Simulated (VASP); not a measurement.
Method: vdW-DF2, VASP's PBE PAW potentials (set 64) (plane waves; VASP).

VASP ran on this input.

**INCAR**
```
PREC = Accurate
ENCUT = 520   # plane-wave cut-off (eV)
GGA = ML
ZAB_VDW = -1.8867
AGGAC = 0.0
EDIFF = 1E-7
LCHARG = .FALSE.
LREAL = .FALSE.
ISIF = 2
ALGO = Normal
LASPH = .TRUE.
SIGMA = 0.05
SYSTEM = CsI
LMAXMIX = 4
LUSE_VDW = .TRUE.
ISMEAR = 0   # Gaussian
LWAVE = .FALSE.
NELM = 100   # most electronic steps
```

POSCAR:
```
CsI
4.6953150
  0.9999999390   0.0000000000   0.0000000000
  0.0000000000   0.9999999390   0.0000000000
  0.0000000000   0.0000000000   0.9999999390
Cs I
1 1
direct
  0.0000000000   0.0000000000   0.0000000000
  0.5000000000   0.5000000000   0.5000000000
```

File KPOINTS:
```
kpoints
0
G
  6 6 6
```

POTCAR, in this order: Cs_sv I (PBE.64 set). Program: vasp_std.

Unless said otherwise, spin-orbit coupling is left out, though it shifts the bands of the heavy elements here.

Task: Predict the energy per atom (σ→0), band gap (on the k-mesh).

Result: 
```
Property                          Result
------------------------  --------------
energy per atom (σ→0)     -0.549 eV/atom
band gap (on the k-mesh)         3.41 eV
```

OSZICAR:
```
...
DAV:   8    -0.109817108122E+01    0.31066E-02   -0.12380E-02   544   0.915E-01    0.730E-02
DAV:   9    -0.109801346024E+01    0.15762E-03   -0.22418E-03   556   0.319E-01    0.880E-02
DAV:  10    -0.109802618187E+01   -0.12722E-04   -0.17265E-04   572   0.123E-01    0.141E-02
DAV:  11    -0.109802065132E+01    0.55306E-05   -0.74509E-05   580   0.487E-02    0.841E-03
DAV:  12    -0.109802210232E+01   -0.14510E-05   -0.13329E-05   556   0.266E-02    0.118E-03
DAV:  13    -0.109802182844E+01    0.27388E-06   -0.57671E-07   588   0.614E-03    0.730E-04
DAV:  14    -0.109802187573E+01   -0.47293E-07   -0.93919E-08   416   0.205E-03
   1 F= -.10980219E+01 E0= -.10980219E+01  d E =-.385224E-12
```

The compound is CsI in the CsCl type structure. It was relaxed first, which changed the volume by +8 %.
